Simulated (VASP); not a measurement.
These are PBE GGA, VASP's PBE PAW potentials (set 64) (plane waves; VASP) values and carry that method's errors.

Input for VASP

### KPOINTS
```
Regular mesh
0
Gamma
 6 6 6
```

POSCAR:
```
SrTe
1.0
  0.0000000000   3.3966000000   3.3966000000
  3.3966000000   0.0000000000   3.3966000000
  3.3966000000   3.3966000000   0.0000000000
Sr Te
1 1
Direct
  0.0000000000   0.0000000000   0.0000000000
  0.5000000000   0.5000000000   0.5000000000
```

INCAR:
```
ALGO = Normal
AMIX = 0.1
BMIX = 1.0
EDIFF = 1E-6
ENCUT = 400
GGA = PE
IMIX = 4
ISIF = 2
ISMEAR = 0
LASPH = .TRUE.
LCHARG = .FALSE.
LMAXMIX = 4
LREAL = .FALSE.
LWAVE = .FALSE.
NELM = 100
PREC = Accurate
SIGMA = 0.05
SYSTEM = SrTe
```

POTCAR, in this order: Sr_sv Te (PBE.64 set). Program: vasp_std.

Unless said otherwise, spin-orbit coupling is left out, though it shifts the bands of the heavy elements here.

Task: Estimate the energy per atom (σ→0), band gap (on the k-mesh).

Result: 
```json
{
  "energy per atom (σ→0)": "-4.130 eV/atom",
  "band gap (on the k-mesh)": "1.84 eV"
}
```

File OSZICAR:
```
...
DAV:   7    -0.830609553725E+01    0.60394E-02   -0.11835E+00   464   0.545E+00    0.304E+00
DAV:   8    -0.826084157811E+01    0.45254E-01   -0.18538E-01   452   0.244E+00    0.110E+00
DAV:   9    -0.825899191474E+01    0.18497E-02   -0.19706E-02   508   0.749E-01    0.437E-01
DAV:  10    -0.825950522386E+01   -0.51331E-03   -0.10931E-03   480   0.222E-01    0.351E-01
DAV:  11    -0.825945289988E+01    0.52324E-04   -0.16484E-04   548   0.105E-01    0.120E-01
DAV:  12    -0.825948104649E+01   -0.28147E-04   -0.10111E-04   512   0.604E-02    0.276E-02
DAV:  13    -0.825948162635E+01   -0.57986E-06   -0.98582E-06   520   0.220E-02
   1 F= -.82594816E+01 E0= -.82594816E+01  d E =-.483635E-20
```

The compound is SrTe in the rock salt structure. The cell was not relaxed at this level. The run is one of a series of settings (AMIX = 0.1, BMIX = 1.0, IMIX = 4 against the base run), some of them coarse on purpose.
